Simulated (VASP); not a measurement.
Here is the system:

```yaml
crystal:
  lattice:
    - [0.00000, 2.95298, 2.95298]
    - [2.95298, 0.00000, 2.95298]
    - [2.95298, 2.95298, 0.00000]
  atoms:
    - { symbol: Rh, position: [0.00000, 0.00000, 0.00000] }
    - { symbol: Te, position: [0.25000, 0.25000, 0.25000] }
```

All values below come from PBE GGA, VASP's PBE PAW potentials (set 64) (plane waves; VASP). Numerical set-up: 400 eV cut-off, 12×12×12 Γ-centred mesh, tetrahedra with Blöchl corrections, potentials Rh_pv Te.

Unless said otherwise, spin-orbit coupling is left out, though it shifts the bands of the heavy elements here.

Tabulate the total density of states (states/eV per cell) against energy (eV; zero at the valence-band maximum or, without a gap, the Fermi level).

(E (eV), DOS (states/eV)): (-9.98, 0.00); (-9.74, 0.00); (-9.50, 0.00); (-9.26, 0.00); (-9.02, 0.00); (-8.90, 0.00); (-8.66, 0.00); (-8.42, 0.00); (-8.18, 0.00); (-7.94, 0.00); (-7.70, 0.00); (-7.46, 0.00); (-7.22, 0.00); (-6.98, 0.00); (-6.74, 0.00); (-6.62, 0.00); (-6.38, 0.00); (-6.14, 0.00); (-5.90, 0.00); (-5.66, 0.00); (-5.42, 0.10); (-5.18, 1.07); (-4.94, 4.34); (-4.70, 2.87); (-4.46, 0.47); (-4.34, 2.11); (-4.10, 7.67); (-3.86, 4.04); (-3.62, 2.68); (-3.38, 0.72); (-3.14, 0.00); (-2.90, 0.00); (-2.66, 0.00); (-2.42, 0.82); (-2.18, 7.58); (-2.06, 7.86); (-1.82, 1.45); (-1.58, 2.69); (-1.34, 1.95); (-1.10, 1.27); (-0.86, 1.56); (-0.62, 1.73); (-0.38, 1.54); (-0.14, 1.76); (0.10, 1.93); (0.22, 1.87); (0.46, 1.75); (0.70, 1.65); (0.94, 1.55); (1.18, 1.43); (1.42, 1.00); (1.66, 0.76); (1.90, 0.59); (2.14, 0.46); (2.38, 0.34); (2.50, 0.28); (2.74, 0.15); (2.98, 0.00); (3.22, 0.00); (3.46, 0.01)
Within 2 eV below the Fermi level the largest weight inside VASP's projection spheres is Rh d.

The structure was generated: RhTe was put into the zinc blende type (F-43m), which need not be its known phase. It was relaxed first, which changed the volume by -24 %. The electron count is odd and the run is not spin-polarised, which forces a metal.
